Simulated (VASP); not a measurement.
A run of VASP 6.6.1 is set up as follows.

File INCAR:

```
AGGAC    = 0.0          
ALGO     = Normal         # electronic algorithm
EDIFF    = 1E-6           # SCF threshold, eV
EDIFFG   = -0.02          # ionic threshold
ENCUT    = 600            # plane-wave cutoff, eV
GGA      = BO             # functional
IBRION   = 2              # ionic algorithm
ISIF     = 3              # what is computed and relaxed
ISMEAR   = -1             # smearing method
KPAR     = 4            
LASPH    = T              # aspherical terms in the spheres
LCHARG   = F              # write CHGCAR
LREAL    = F              # projectors in reciprocal space
LUSE_VDW = T            
LWAVE    = F              # write WAVECAR
NELM     = 60             # most SCF steps
NSW      = 40             # ionic steps
PARAM1   = 0.1833333333 
PARAM2   = 0.22         
PREC     = Accurate       # precision mode
SIGMA    = 0.05           # smearing width, eV
```

KPOINTS

```
k-points
0
Gamma
  7 7 5
```

File POSCAR:

```
HPbNO4
1.0
    4.2040700000      0.0000000000      0.0000000000
    2.0217200000      3.8395200000      0.0000000000
    2.0468600000      1.2790000000      6.2813200000
H Pb N O
1 1 1 4
Direct
    0.8914500000      0.6820200000      0.6279600000
    0.1442600000      0.9287200000      0.8835200000
    0.2567000000      0.2886100000      0.3017100000
    0.8310800000      0.6505600000      0.7840500000
    0.3869400000      0.2238000000      0.1129500000
    0.3110400000      0.0357600000      0.4585600000
    0.0772600000      0.6063300000      0.3227500000
```

Potentials or basis: VASP PAW PBE potentials, release 64 (H, Pb_d, N, O).

Run with:

```bash
$ cat potpaw_PBE.64/H/POTCAR potpaw_PBE.64/Pb_d/POTCAR potpaw_PBE.64/N/POTCAR potpaw_PBE.64/O/POTCAR > POTCAR
$ mpirun -np 4 vasp_std > vasp.out
```

**Question.** Predict the space group after relaxing (to 0.05 Å).

**Answer.** P1 (No. 1).

**Question.** Predict the relaxed volume.

**Answer.** 13.73 Å³/atom.

The path:
```
step  energy change (eV)  largest force (eV/Å)  pressure (GPa)  volume (Å³)
   1              0.0000                0.6542           -0.51       101.39
   2              0.0278                1.3505           -4.03       100.72
   3             -0.0116                0.1188           -1.80       101.16
   4             -0.0286                0.2703           -0.77        98.87
   5             -0.0306                0.4317           -0.21        97.77
   6             -0.0294                0.6003            0.51        95.99
   7             -0.0346                0.1624            0.11        96.94
   8             -0.0363                0.1621            0.15        96.84
   9             -0.0365                0.2787            0.17        96.79
  10             -0.0373                0.2436            0.15        96.77
  11             -0.0391                0.1382            0.08        96.73
  12             -0.0408                0.1299           -0.05        96.65
  13             -0.0409                0.1462           -0.08        96.64
  14             -0.0417                0.1053           -0.08        96.59
  15             -0.0424                0.0727           -0.07        96.50
  16             -0.0427                0.0759           -0.10        96.44
  17             -0.0428                0.0818           -0.11        96.42
  18             -0.0431                0.0757           -0.07        96.36
  19             -0.0437                0.0677            0.05        96.17
  20             -0.0441                0.1509            0.32        95.79
  21             -0.0443                0.1170            0.28        95.76
  22             -0.0445                0.0362            0.17        95.67
  23             -0.0445                0.0381            0.17        95.68
  24             -0.0446                0.0289            0.15        95.71
  25             -0.0448                0.0252            0.09        95.80
  26             -0.0449                0.0688           -0.04        95.99
  27             -0.0450                0.0417           -0.03        96.02
  28             -0.0451                0.0379           -0.01        96.10
  29             -0.0451                0.0307           -0.02        96.11
  30             -0.0451                0.0319           -0.04        96.14
  31             -0.0452                0.0200           -0.04        96.14
```

Caveat: the standard files for N, O and F lose accuracy on very short bonds; the PAW data sets were made with another functional, which shifts forces and pressure a little.
